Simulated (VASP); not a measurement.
Given:

```
SnO
1.0
    3.80864     0.00000     0.00000
    0.00000     3.80864     0.00000
    0.00000     0.00000     4.72885
Sn O
2 2
Direct
  0.50000   0.00000   0.75600
  0.00000   0.50000   0.24400
  0.50000   0.50000   0.00000
  0.00000   0.00000   0.00000
```

Calculation: PBEsol GGA, VASP's PBE PAW potentials (set 64) (plane waves; VASP). Settings: 600 eV cut-off, 6×6×4 Γ-centred mesh, Gaussian smearing of 0.050 eV, potentials Sn_d O.

Energy and stress use the plane-wave basis of the starting cell. Without a dispersion term in the relaxation, distances and binding between the weakly bound layers, chains or molecules are unreliable, and so is what depends on them.

Q: The ions, cell shape and volume at an external pressure of 2.0 GPa are relaxed. What does this cell relax into?

A: 
```
SnO
1.0
    3.77502     0.00000     0.00000
    0.00000     3.77502     0.00000
    0.00000     0.00000     4.57638
Sn O
2 2
Direct
  0.50000   0.00000   0.74668
  0.00000   0.50000   0.25332
  0.50000   0.50000   0.00000
  0.00000   0.00000   0.00000
```
Space group P4/nmm (129), at a tolerance of 0.03 Å.

Q: How do energy and volume change from the first to the last step?

A: The energy (σ→0) changes by +3.8 meV/atom and the volume by -4.9 %, in 10 ionic steps.

The compound is SnO in the litharge structure. This run relaxes it under an external pressure of 2 GPa. Symmetry was kept, so distortions that lower it aren't found. The k-mesh is coarse (spacing up to 0.34 per Å, 2π included), so the numbers may not be converged in it.
